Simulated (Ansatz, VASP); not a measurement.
# V (V(110)): VASP beside Ansatz, part 2 of 3

Aim: how closely do two programs agree when they are given the same cell, functional and k mesh?  Valence electrons are named where the data sets of a main pair hold unlike numbers.

VASP 6.6.1 and Ansatz 0.2.0.

So far: Set-up; VASP: single point, PBE.

## (3) Ansatz: single point, PBE

Level of this step: Ansatz beside VASP: Kohn-Sham DFT, plane waves, PBE (Ansatz).

Ansatz runs on its default PAW (the set named soft_2) files.

The same cell, functional, mesh and smearing now go to Ansatz, which takes its cutoff from its data sets.

Input file input.yaml:

```yaml
crystal:
  lattice:
    - [2.1354624792, -1.51, 0.0]
    - [2.1354624792, 1.51, 0.0]
    - [0.0, 0.0, 30.8127748751]
  atoms:
    - { symbol: V, position: [0.0, 0.0, 0.2920866438], spin: 2.0 }
    - { symbol: V, position: [0.5, 0.5, 0.3613910959], spin: 2.0 }
    - { symbol: V, position: [0.0, 0.0, 0.4306955479], spin: 2.0 }
    - { symbol: V, position: [0.5, 0.5, 0.5], spin: 2.0 }
    - { symbol: V, position: [0.0, 0.0, 0.5693044521], spin: 2.0 }
    - { symbol: V, position: [0.5, 0.5, 0.6386089041], spin: 2.0 }
    - { symbol: V, position: [0.0, 0.0, 0.7079133562], spin: 2.0 }
hamiltonian:
  xc: pbe
  pseudopotentials: { kind: paw }
magnetization:
  spin_polarized: true
kpoints:
  mp_grid: { grid: [10, 10, 1] }
scf:
  occupations: { method: methfessel_paxton, width: 0.02 }
  n_extra_bands: 14
efield:
  axis: 3
  dipole_correction: true
  ramp_width: 0.04
output:
  forces: true
  eigenvalues: true
```

Started as:

```
> ansatz run input.yaml --threads 4 --pin off --max-ram 9216MiB --backend cpu --events-out ev --progress --plain --runs-dir out
```

Numbers of over 12 decimals in the logs are rounded to 6 here.

Output:

```text
Warning: the band count 60 (scf.n_extra_bands) hosts the net moment |M| = 14.0000 μB (N_el = 91) but caps the reachable moment at 2·n_bands − N_el = 29.0000 μB, below the 63 bands that the automatic rule leaves for it — a moment growing past the seed, or the majority channel's smearing tail, pins there with fewer empty majority states than that count leaves; raise or omit scf.n_extra_bands unless the cap is intended
scf.n_extra_bands = 14 over 46 filled bands (N_el = 91.0): the run solves 60 bands
Engine: ansatz 0.2.0, x86_64-unknown-linux-gnu
Pseudopotentials: kind: paw
Pseudopotential: V, paw, valence charge 13, recommended cutoff 420 eV (normal), V.paw.azcp
Functional definition: PBE
  parameter kappa = 0.804
  parameter beta = 0.066725
  exchange = pbe_x(kappa = kappa, mu = beta*pi^2/3)
  correlation = pbe_c(beta = beta)
Crystal: 7 atoms, lattice volume = 198.715 Å³
Basis set: ecut = 420 eV, 3845 PW (Γ), exchange–correlation on 36×36×432 points (8 copies of the dense FFT grid, shifted against one another)
Bands: 60, of which v1, the nominal top of the filled ones, is band 46 counted from 1 (45 counted from 0)
Symmetry: 4 space group operations
k-points: 31 of 100
Non-local potential: V, projectors of the file, l = 0: 3, l = 1: 2, l = 2: 3, l = 3: 1
PAW form: soft (Blöchl's): semilocal exchange-correlation on the pseudo side does not see the compensation charge
PAW one-centre angular grid: V, 590 points (default); XC on 64 Gauss nodes
Initial density: superposition of atomic densities (neutral atoms: chi_scale 0, normalization atom)
Starting moments: Σ|m| = 14 μB on 7 of 7 sites
Initial wavefunctions: pseudopotential atomic-orbital guess
Functional: x = pbe(κ = 0.804, μ = 0.219515), c = pbe(β = 0.066725)
SCF iter   1: F=—  HF=-20392.077041 eV  |F-HF|=—  |Δ(HF+E_count)|=         —  Δρ=1.11e-1 (↑1.11e-1 ↓7.03e-2)  dr2=6.98e1  dr2_m=1.38e1  M=1.890 μB ∫|m|=2.216 μB  β_m=0.35  ethr=3.10e-3  p=0.000 e·Å  D=3.95e-13 V/Å  ΔV_dip=-0.00 eV  dr2_dipole=3.61e-10  V_vac-E_F(+/−)=8.52/8.52 eV  ⟨swp⟩=8.9  Hψ=17818  notcnv=0
Mixer restart at iter 1: flushing history
efield: sawtooth ramp at fractional position 0.9800 (placed from the atoms, in the widest stretch of the axis that holds none; the zero of the levels goes with the place), width 0.0400; the density the first Hamiltonian is built on has a dipole p = 0.000 e·Å; the dipole correction subtracts the counter field D = 3.95e-13 V/Å, which shifts the + side's vacuum level by -0.00 eV against the − side's; the planar-averaged density in the ramp window peaks in size at 2.9e-6 e/Å³
preconditioner: auto → LDOS  [metal: Δε(μ)=0.004 eV  Ē_g=4.239 eV  σ=0.020 eV  W_gap=0.12  n_scr=22 (ndim 8)  ℏωp=15.6 eV  f_vac=0.456  D(μ)=7.44/eV (n_scr^D=44)]
spin=Collinear: LDOS preconditioning applied to the charge; magnetization (m = ρ↑ − ρ↓) channel mixes plain (no charge-response kernel on spin).
SCF iter   2: F=—  HF=-20385.060326 eV  |F-HF|=—  |Δ(HF+E_count)|=    7.02e0  Δρ=6.15e-2 (↑6.15e-2 ↓5.44e-2)  dr2=1.75e1  dr2_m=5.82e0  M=2.106 μB ∫|m|=2.318 μB  β_m=0.50  ethr=3.10e-3  p=-0.000 e·Å  D=-1.99e-7 V/Å  ΔV_dip=0.00 eV  dr2_dipole=9.63e-8  V_vac-E_F(+/−)=6.83/6.83 eV  ⟨swp⟩=3.4  Hψ=8269  notcnv=0  defer=344
density mixer auto → msr1: a metal under ldos (density of states about μ 3.28 of a free-electron gas's, 22 screened modes)
SCF iter   3: F=—  HF=-20385.052721 eV  |F-HF|=—  |Δ(HF+E_count)|=   7.60e-3  Δρ=2.57e-2 (↑2.57e-2 ↓1.89e-2)  dr2=4.76e0  dr2_m=8.63e-1  M=0.680 μB ∫|m|=0.861 μB  β_m=0.58  ethr=3.10e-3  p=-0.000 e·Å  D=-4.99e-6 V/Å  ΔV_dip=0.00 eV  dr2_dipole=2.10e-9  V_vac-E_F(+/−)=4.23/4.23 eV  ⟨swp⟩=3.7  Hψ=6947  notcnv=0  defer=338
SCF iter   4: F=—  HF=-20384.841080 eV  |F-HF|=—  |Δ(HF+E_count)|=   2.12e-1  Δρ=1.42e-2 (↑1.42e-2 ↓1.26e-2)  dr2=7.23e-1  dr2_m=3.12e-1  M=0.480 μB ∫|m|=0.616 μB  β_m=0.79  ethr=3.10e-3  p=-0.000 e·Å  D=-7.19e-7 V/Å  ΔV_dip=0.00 eV  dr2_dipole=5.49e-10  V_vac-E_F(+/−)=4.59/4.59 eV  ⟨swp⟩=2.3  Hψ=4851  notcnv=0  defer=303
SCF iter   5: F=—  HF=-20384.818563 eV  |F-HF|=—  |Δ(HF+E_count)|=   2.25e-2  Δρ=4.20e-3 (↑4.20e-3 ↓1.50e-3)  dr2=6.22e-2  dr2_m=7.71e-3  M=0.139 μB ∫|m|=0.210 μB  β_m=0.72  ethr=7.94e-4  p=-0.000 e·Å  D=-1.50e-5 V/Å  ΔV_dip=0.00 eV  dr2_dipole=3.47e-7  V_vac-E_F(+/−)=4.77/4.77 eV  ⟨swp⟩=2.5  Hψ=5219  notcnv=0  defer=302
SCF iter   6: F=—  HF=-20384.811009 eV  |F-HF|=—  |Δ(HF+E_count)|=   7.55e-3  Δρ=1.42e-3 (↑7.85e-4 ↓1.42e-3)  dr2=5.09e-3  dr2_m=1.69e-3  M=0.111 μB ∫|m|=0.168 μB  β_m=0.78  ethr=6.83e-5  p=-0.000 e·Å  D=-1.69e-6 V/Å  ΔV_dip=0.00 eV  dr2_dipole=8.19e-11  V_vac-E_F(+/−)=4.83/4.83 eV  ⟨swp⟩=3.4  Hψ=8011  notcnv=0  defer=298
SCF iter   7: F=—  HF=-20384.811137 eV  |F-HF|=—  |Δ(HF+E_count)|=   1.29e-4  Δρ=5.72e-4 (↑5.72e-4 ↓5.62e-4)  dr2=2.70e-3  dr2_m=5.22e-4  M=0.073 μB ∫|m|=0.112 μB  β_m=0.80  ethr=5.59e-6  p=-0.000 e·Å  D=-3.13e-6 V/Å  ΔV_dip=0.00 eV  dr2_dipole=2.16e-9  V_vac-E_F(+/−)=4.81/4.81 eV  ⟨swp⟩=3.4  Hψ=7388  notcnv=0  defer=301
[...]
SCF iter  23: F=—  HF=-20384.810267 eV  |F-HF|=—  |Δ(HF+E_count)|=   2.30e-8  S|Δr|=    0.00e0  Δρ=2.29e-6 (↑1.97e-6 ↓2.29e-6)  dr2=2.14e-8  dr2_m=2.61e-9  M=-0.000 μB ∫|m|=0.001 μB  β_m=0.81  ethr=4.48e-11  p=0.000 e·Å  D=3.19e-9 V/Å  ΔV_dip=-0.00 eV  dr2_dipole=1.47e-11  V_vac-E_F(+/−)=4.84/4.84 eV  ⟨swp⟩=4.0  Hψ=9526  notcnv=0
SCF iter  24: F=—  HF=-20384.810267 eV  |F-HF|=—  |Δ(HF+E_count)|=   2.59e-9  S|Δr|=    0.00e0  Δρ=9.36e-7 (↑7.32e-7 ↓9.36e-7)  dr2=1.44e-8  dr2_m=3.82e-10  M=0.000 μB ∫|m|=0.000 μB  β_m=0.73  ethr=2.36e-11  p=0.000 e·Å  D=1.45e-9 V/Å  ΔV_dip=-0.00 eV  dr2_dipole=1.64e-13  V_vac-E_F(+/−)=4.84/4.84 eV  ⟨swp⟩=3.0  Hψ=7881  notcnv=0
SCF iter  25: F=—  HF=-20384.810267 eV  |F-HF|=—  |Δ(HF+E_count)|=  5.35e-10  S|Δr|=    0.00e0  Δρ=6.07e-7 (↑5.31e-7 ↓6.07e-7)  dr2=3.19e-9  dr2_m=2.55e-10  M=0.000 μB ∫|m|=0.000 μB  β_m=0.72  ethr=1.59e-11  p=0.000 e·Å  D=1.22e-9 V/Å  ΔV_dip=-0.00 eV  dr2_dipole=9.41e-13  V_vac-E_F(+/−)=4.84/4.84 eV  ⟨swp⟩=2.1  Hψ=6800  notcnv=0
SCF iter  26: F=—  HF=-20384.810267 eV  |F-HF|=—  |Δ(HF+E_count)|=  6.48e-10  S|Δr|=    0.00e0  Δρ=3.44e-7 (↑3.33e-7 ↓3.44e-7)  dr2=4.73e-11  dr2_m=1.97e-10  M=0.000 μB ∫|m|=0.000 μB  β_m=0.86  ethr=3.50e-12  p=0.000 e·Å  D=1.45e-9 V/Å  ΔV_dip=-0.00 eV  dr2_dipole=1.71e-13  V_vac-E_F(+/−)=4.84/4.84 eV  ⟨swp⟩=2.0  Hψ=6806  notcnv=0
SCF iter  27: F=—  HF=-20384.810267 eV  |F-HF|=—  |Δ(HF+E_count)|=  9.24e-10  S|Δr|=    0.00e0  Δρ=2.88e-7 (↑2.66e-7 ↓2.88e-7)  dr2=9.51e-11  dr2_m=1.20e-10  M=0.000 μB ∫|m|=0.000 μB  β_m=0.93  ethr=1.00e-12  p=-0.000 e·Å  D=-1.67e-9 V/Å  ΔV_dip=0.00 eV  dr2_dipole=2.10e-12  V_vac-E_F(+/−)=4.84/4.84 eV  ⟨swp⟩=2.0  Hψ=6758  notcnv=0
SCF iter  28: F=—  HF=-20384.810267 eV  |F-HF|=—  |Δ(HF+E_count)|=  2.95e-10  S|Δr|=    0.00e0  Δρ=2.84e-7 (↑2.22e-7 ↓2.84e-7)  dr2=1.38e-10  dr2_m=9.41e-11  M=0.000 μB ∫|m|=0.000 μB  β_m=0.97  ethr=1.00e-12  p=0.000 e·Å  D=3.57e-10 V/Å  ΔV_dip=-0.00 eV  dr2_dipole=1.98e-12  V_vac-E_F(+/−)=4.84/4.84 eV  ⟨swp⟩=2.0  Hψ=6448  notcnv=0
SCF iter  29: F=-20384.810267 eV  HF=-20384.810267 eV  |F-HF|=4.73e-11  |Δ(HF+E_count)|=  3.27e-10  S|Δr|=    0.00e0  Δρ=2.38e-7 (↑2.38e-7 ↓1.76e-7)  dr2=1.94e-10  dr2_m=5.43e-11  M=0.000 μB ∫|m|=0.000 μB  ethr=1.00e-12  p=-0.000 e·Å  D=-8.45e-10 V/Å  ΔV_dip=0.00 eV  dr2_dipole=3.40e-13  V_vac-E_F(+/−)=4.84/4.84 eV  ⟨swp⟩=2.0  Hψ=6771  notcnv=0
SCF 1 converged in 29 iterations: F = -20384.810267 eV  dr2 = 1.94e-10
  greatest PAW one-centre occupation: 1.000 electrons in one spin orbital (limit 2), on the V atom at site 5 (counted from 0), in its partial waves of l = 0
WARN: the starting moments were not kept: the SCF closed with an absolute magnetisation of 3.3e-4 μB, where they sum to 14 μB in size (7 sites). That is at most 0.1 of that sum. Measured as dr2_m measures the in/out step, that magnetisation stands 1.0e-8 eV from none, at or under the dr2_threshold of 1.0e-7 eV: it is no larger than a step whose dr2_m would equal this threshold. The system may hold no moment; this SCF [...]
this state was not tested for a lower state beside it, because cold or Methfessel-Paxton smearing, or corrected tetrahedra, fill the levels in a way that the test cannot read (fill_not_monotonic; see scf.lower_state_search)
SCF converged after 29 iterations
Magnetization: 0.0000 μB (45.5000 up, 45.5000 down)
Absolute magnetization: 0.0003 μB (∫|ρ↑−ρ↓|, with the PAW one-centre terms)
Spin contamination: 0.0000 ħ² per cell (⟨S²⟩ above its minimum at these occupations)
Per-site moments (μB) at R_I (Å): [(7.596454927071111e-5, 1.078851), (3.161726705648617e-5, 1.078851), (1.945767273123575e-5, 1.078851), (-8.174557795770954e-6, 1.078851), (9.451831425796027e-6, 1.078851), (-6.133187905537718e-5, 1.078851), (-3.629891017175765e-5, 1.078851)]
Free energy (F): -20384.810267 eV
Harris-Foulkes:  -20384.810267 eV  (|F-HF|=4.73e-11)
Internal energy: -20384.810566 eV  (E = F + TS)
E sigma→0 (E₀):  -20384.810342 eV
Entropy (-TS):   0.000298 eV (0.043 meV/atom)
Fermi energy:    5.476190 eV
Dipole field:    D = -0.000001 V/Å  (p = -0.000001 e·Å, saw-weighted, corrected)
Work function:   Φ+ = 4.8351 eV   Φ− = 4.8350 eV
Levels:          The Fermi level and band energies are counted from a zero that moves with the ramp; work functions are not
--- Per-component energies (eV) ---
  E_band       = -2022.386448
  E_kinetic    = 2344.792886
  E_local      = -166611.330772  (includes V_loc(G=0)·N_el)
  E_nonlocal   = -317.384447
  E_hartree    = 82548.291396
  E_xc         = -908.679142
  E_vxc        = -1151.531331  (∫ρ·V_xc dr)
  E_paw        = -7788.622867  (= ΣΔE_a)
  E_vpaw       = -1383.517150  (= ΣTr[D̂ρ^β])
  E_aug_tail   = 0.001865  (compensation charges beyond the density's cutoff)
  E_efield     = 0.000000  (sawtooth field / dipole correction)
  E_vefield    = 0.000000  (∫n·V_field dr)
  E_ewald      = 70348.120515
  E_smearing   = 0.000298  (= −TS)
  E_closure    = 0.000000  (closes the sum)
  Σ components = -20384.810267   (vs F -20384.810267, Δ=0.00e0)
--- Forces (eV/Å), atoms counted from 1 ---
  atom   1  V      0.00000000     0.00000000     0.56873228
  atom   2  V      0.00000000     0.00000000    -0.35584138
  atom   3  V      0.00000000     0.00000000    -0.13302836
  atom   4  V      0.00000000     0.00000000    -0.00000010
  atom   5  V      0.00000000     0.00000000     0.13302863
  atom   6  V      0.00000000     0.00000000     0.35584146
  atom   7  V      0.00000000     0.00000000    -0.56873267
  max |Σ_I F_I| component: 1.54e-7 eV/Å
--- Band table (eV; the first three rows and the last of 62) ---
  k-point 0 ↑: bands = [... 42 lower, 5.5536, 5.5611, 5.6387, 5.7360, 5.7748, 5.8208, 5.9516, 6.2181, ... 10 higher]
  k-point 1 ↑: bands = [... 42 lower, 5.3870, 5.4055, 5.5200, 5.6456, 5.6878, 5.8226, 5.9444, 6.0196, ... 10 higher]
  k-point 2 ↑: bands = [... 42 lower, 5.0921, 5.2247, 5.2494, 5.3216, 5.3500, 5.4369, 5.5276, 6.4260, ... 10 higher]
  k-point 30 ↓: bands = [... 42 lower, 5.4423, 5.8116, 6.2315, 6.9512, 6.9826, 7.0656, 7.1355, 7.2716, ... 10 higher]
```

Elapsed: 36 s, on 4 threads of AMD EPYC 9R14 (Zen 4), shared host; peak memory 0.98 GiB; 2.3 min of CPU time.

## (4) Differences

Known differences besides the potentials themselves: the data sets hold 91 valence electrons in Ansatz (on its default PAW (the set named soft_2) files) and 35 in VASP; the cutoff is 420 eV in Ansatz and 350 eV in VASP (PREC = Normal); VASP leaves aspherical gradient terms in its spheres out (LASPH is not set), Ansatz keeps them. Total energies have different zeros and are not compared.

Both answers:

```
                                   quantity  Ansatz  VASP  difference
 work function, lower of the two faces (eV)    4.84  4.80       +0.04
work function, higher of the two faces (eV)    4.84  4.80       +0.04
```

Forces (eV/Å; atoms numbered as in POSCAR):

```
atom        Ansatz x, y, z          VASP x, y, z
  V1   0.000, 0.000, 0.569   0.000, 0.000, 0.695
  V2  0.000, 0.000, -0.356  0.000, 0.000, -0.350
  V3  0.000, 0.000, -0.133  0.000, 0.000, -0.132
  V4   0.000, 0.000, 0.000   0.000, 0.000, 0.000
  V5   0.000, 0.000, 0.133   0.000, 0.000, 0.132
  V6   0.000, 0.000, 0.356   0.000, 0.000, 0.350
  V7  0.000, 0.000, -0.569  0.000, 0.000, -0.695
```

The forces differ by 39 meV/Å r.m.s., which is 16.0 % of the r.m.s. force of 0.243 eV/Å (both taken over all components). VASP's log warns that it found no field-free region in the vacuum, so its work functions are uncertain. With vacuum in the cell, a pressure given here is an average over mostly empty space and none of the material.

## (5) Further runs

Further runs change the set-up of one program: Ansatz's method, potentials or start, or VASP's data sets, cutoff or form of LDA. The table gives Ansatz less VASP for each quantity, since a change that brings one quantity closer may part another.

```
                                        run  r.m.s. force difference (meV/Å)  work function, lower of the two faces (eV)  work function, higher of the two faces (eV)
                                   as above                               39                                       0.037                                        0.037
    Ansatz's larger PAW set (cutoff 930 eV)                               38                                       0.037                                        0.037
norm-conserving potentials (cutoff 1143 eV)                               40                                       0.041                                        0.041
```

## (6) VASP: single point, LDA

With cell and atoms fixed, the geometry can't cause a difference; cores, projectors, grids and the points listed under the comparison can.

Input file INCAR:

```
SYSTEM = V
PREC = Normal
ENCUT = 350
EDIFF = 1E-06
NELM = 120
ISMEAR = 1
SIGMA = 0.1
LREAL = .FALSE.
ALGO = Normal
GGA = CA
NBANDS = 28
ISPIN = 2
MAGMOM = 2 2 2 2 2 2 2
LMAXMIX = 4
LORBIT = 11
LWAVE = .FALSE.
LCHARG = .FALSE.
KPAR = 4
IDIPOL = 3
LDIPOL = .TRUE.
DIPOL = 0.5 0.5 0.5
LVHAR = .TRUE.
LVACPOTAV = .TRUE.
```

Input file POSCAR:

```
V
1.0
    2.1354624792     -1.5100000000      0.0000000000
    2.1354624792      1.5100000000      0.0000000000
    0.0000000000      0.0000000000     30.8127748751
V
7
Direct
    0.0000000000      0.0000000000      0.2920866438
    0.5000000000      0.5000000000      0.3613910959
    0.0000000000      0.0000000000      0.4306955479
    0.5000000000      0.5000000000      0.5000000000
    0.0000000000      0.0000000000      0.5693044521
    0.5000000000      0.5000000000      0.6386089041
    0.0000000000      0.0000000000      0.7079133562
```

Input file KPOINTS:

```
Automatic mesh
0
Gamma
10 10 1
0 0 0
```

PAW data sets: V (PBE family, release 64).

Started as:

```
> mpirun -np 4 vasp_std
```

Output:

```text
[banner, memory and clock lines left out]
running    4 mpi-ranks, on    1 nodes
[...]
|                                                                             |
|               ----> ADVICE to this user running VASP <----                  |
|                                                                             |
|     You enforced a specific xc type in the INCAR file but a different       |
|     [... a line on the potential file left out ...]
|     I HOPE YOU KNOW WHAT YOU ARE DOING!                                     |
|                                                                             |

 LDA part: xc-table for (Slater(with rela. corr.)+CA(PZ))
 , standard interpolation
 POSCAR, INCAR and KPOINTS ok, starting setup
[...]
entering main loop
       N       E                     dE             d eps       ncg     rms          rms(c)
DAV:   1     0.216579545576E+03    0.21658E+03   -0.95978E+03  3480   0.900E+02
DAV:   2    -0.432840347971E+02   -0.25986E+03   -0.24454E+03  3488   0.249E+02
DAV:   3    -0.747012096050E+02   -0.31417E+02   -0.28594E+02  5340   0.106E+02
DAV:   4    -0.769950766831E+02   -0.22939E+01   -0.22264E+01  5484   0.383E+01
[...]
DAV:  40    -0.667496308491E+02   -0.64403E-05   -0.28185E-06  3628   0.130E-02    0.586E-02
DAV:  41    -0.667496334885E+02   -0.26393E-05   -0.11547E-06  2836   0.740E-03    0.527E-02
DAV:  42    -0.667496338304E+02   -0.34193E-06   -0.73105E-07  2672   0.620E-03
 [... a notice as in an earlier step ...]

   1 F= -.66749634E+02 E0= -.66749198E+02  d E =-.130891E-02  mag=    -0.0037
```

From OUTCAR (step 6):

```text
  Total      -14.4483212    -12.9193046    -11.1440100      0.0000000      0.0000000      0.0000000
  in kB     -116.4925820   -104.1645691    -89.8508883      0.0000000      0.0000000      0.0000000
  external PRESSURE =    -103.5026798 kB  Pullay stress =       0.0000000 kB

 POSITION                                       TOTAL-FORCE (eV/Angst)
 -----------------------------------------------------------------------------------
      0.00000      0.00000      9.00000        -0.000000      0.000000      1.136779
      2.13546      0.00000     11.13546         0.000000      0.000000     -0.373003
      0.00000      0.00000     13.27092        -0.000000      0.000000     -0.083054
      2.13546      0.00000     15.40639        -0.000000      0.000000      0.000000
      0.00000      0.00000     17.54185        -0.000000      0.000000      0.083054
      2.13546      0.00000     19.67731         0.000000      0.000000      0.373003
      0.00000      0.00000     21.81277        -0.000000      0.000000     -1.136779
 -----------------------------------------------------------------------------------
    total drift:                                0.000000      0.000000      0.000000

  FREE ENERGIE OF THE ION-ELECTRON SYSTEM (eV)
  ---------------------------------------------------
  free  energy   TOTEN  =       -66.7496338304 eV

  energy  without entropy=      -66.7483249208  energy(sigma->0) =      -66.74919753

 magnetization (x)
# of ion       s       p       d       tot
------------------------------------------
    1       -0.000  -0.000  -0.001  -0.001
    2        0.000   0.000   0.000   0.000
    3       -0.000  -0.000  -0.001  -0.001
    4       -0.000  -0.000  -0.000  -0.000
    5       -0.000  -0.000  -0.001  -0.001
    6        0.000   0.000   0.000   0.000
    7       -0.000  -0.000  -0.001  -0.001
--------------------------------------------------
tot         -0.000  -0.000  -0.003  -0.003

[... 2 parts as in an earlier step ...]

[... 1 further part left out ...]
[key lines of the parts left out:]
E-fermi :   0.2725
```

The PAW data sets were made with PBE, though LDA sets exist; pressures can shift by 1 GPa and more with it.

## (7) Ansatz: single point, LDA

The same cell, functional (in two slightly different forms), mesh and smearing now go to Ansatz, which takes its cutoff from its data sets.

input.yaml: that of step 3 with these lines changed.

```diff
@@ -14,3 +14,3 @@
 hamiltonian:
-  xc: pbe
+  xc: lda
   pseudopotentials: { kind: paw }
@@ -21,3 +21,3 @@
 scf:
-  occupations: { method: methfessel_paxton, width: 0.02 }
+  occupations: { method: methfessel_paxton, width: 0.1 }
   n_extra_bands: 14
@@ -30 +30,5 @@
   eigenvalues: true
+  write_density: true
+  write_potential: true
+  elf: true
+  volumetric_format: npy
```

Started as:

```
> ansatz run input.yaml --threads 4 --pin off --max-ram 9216MiB --backend cpu --events-out ev --progress --plain --runs-dir out
```

Output:

```text
[...]
Crystal: 7 atoms, lattice volume = 198.715 Å³
Basis set: ecut = 420 eV, 3845 PW (Γ)
Bands: 60, of which v1, the nominal top of the filled ones, is band 46 counted from 1 (45 counted from 0)
Symmetry: 4 space group operations
k-points: 31 of 100
[...]
k-point 1 ↑: bands = [... 42 lower, 5.1186, 5.1362, 5.2295, 5.3558, 5.3960, 5.5890, 5.6541, 5.7306, ... 10 higher]
  k-point 2 ↑: bands = [... 42 lower, 4.8028, 4.9589, 4.9611, 5.0427, 5.1051, 5.1480, 5.2447, 6.1342, ... 10 higher]
  k-point 30 ↓: bands = [... 42 lower, 5.1582, 5.5553, 5.9494, 6.6563, 6.6986, 6.7845, 6.8592, 6.9681, ... 10 higher]
[key lines of the parts left out:]
SCF converged after 20 iterations
Magnetization: 0.0000 μB (45.5000 up, 45.5000 down)
Free energy (F): -20020.304569 eV
Fermi energy:    5.193609 eV
Dipole field:    D = -0.000000 V/Å  (p = -0.000000 e·Å, saw-weighted, corrected)
Work function:   Φ+ = 5.0573 eV   Φ− = 5.0573 eV
```

Run time: 38 s. Hardware: 4 threads; peak memory 0.97 GiB; 2.4 min of CPU time.

For the work function top, step 4 gave 4.84 eV; this run, with LDA and smearing width 0.1 eV, gives 5.06 eV (+5 %).

(Part 2 of 3 ends here.)

[Lines on the potential files, build, host, timing and source positions are cut from VASP's logs without a mark.]

[Logs are printed without paths, hosts, clocks, repeated set-up lines and the standing remarks that a program may print on its own settings, such as how far it seeks lower states.]

[Hosts, paths, dates, database ids (printed as entryN), source tags and the programs' standing remarks are cut or masked in the printed files.]
